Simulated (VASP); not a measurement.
Energy against volume of SnO$_{2}$ (rutile). Level of theory: LDA (Ceperley-Alder, Perdew-Zunger), VASP's LDA PAW potentials (set 64) (plane waves; VASP). Run with 520 eV cut-off, 5×5×7 Γ-centred mesh, Gaussian smearing of 0.050 eV, potentials Sn_d O.

Shape and ions are relaxed at each volume.

| V (Å³/atom) | E (eV/atom) |
|---|---|
| 11.555 | -7.03899 |
| 11.912 | -7.04688 |
| 12.269 | -7.04111 |
| 12.627 | -7.02403 |

Question: Fit these four points and predict the energy of the run at 11.197 Å³/atom.

Answer: A cubic in V^(−2/3), the third-order Birch-Murnaghan form, passes through the four points with V0 = 11.93 Å³/atom and B0 = 202 GPa, and gives -7.0145 eV/atom there. The run gave -7.0147 eV/atom, -0.2 meV/atom from the fit; all five points give B0 = 202 GPa.

The compound is SnO2 in the rutile structure. It was relaxed first.
